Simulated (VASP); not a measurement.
Data:

```xyz
8
Lattice="4.2350 0.0000 0.0000 0.0000 4.2350 0.0000 0.0000 0.0000 4.2350" Properties=species:S:1:pos:R:3 pbc="T T T"
V      0.0000     0.0000     0.0000
V      2.1175     2.1175     0.0000
V      2.1175     0.0000     2.1175
N      2.1175     2.1175     2.1175
N      0.0000     0.0000     2.1175
N      0.0000     2.1175     0.0000
N      2.1175     0.0000     0.0000
Hf     0.0000     2.1175     2.1175
```

Computed with PBEsol GGA, VASP's PBE PAW potentials (set 64) (plane waves; VASP). Run with 520 eV cut-off, 8×8×8 Γ-centred mesh, first-order Methfessel-Paxton smearing of 0.10 eV, potentials V_sv N Hf_pv.

Question: The ions, cell shape and volume are relaxed. Give the cell that the relaxation ends in.

Answer: 
```xyz
8
Lattice="4.2106 0.0000 0.0000 0.0000 4.2106 0.0000 0.0000 0.0000 4.2106" Properties=species:S:1:pos:R:3 pbc="T T T"
V      0.0000     0.0000     0.0000
V      2.1053     2.1053     0.0000
V      2.1053     0.0000     2.1053
N      2.1053     2.1053     2.1053
N      0.0000     0.0000     2.1053
N      0.0000     2.1053     0.0000
N      2.1053     0.0000     0.0000
Hf     0.0000     2.1053     2.1053
```
Space group Pm-3m (221), at a tolerance of 0.03 Å.

Question: How do energy and volume change from the first to the last step?

Answer: The energy (σ→0) changes by -2.8 meV/atom and the volume by -1.7 %, in 3 ionic steps.

The structure was generated: HfV3N4 was put into an ordered model structure (Pm-3m), which need not be its known phase. This run relaxes it. Symmetry was kept, so distortions that lower it aren't found. The run is not spin-polarised, so no magnetic state was tried. The electron count is odd and the run is not spin-polarised, which forces a metal.
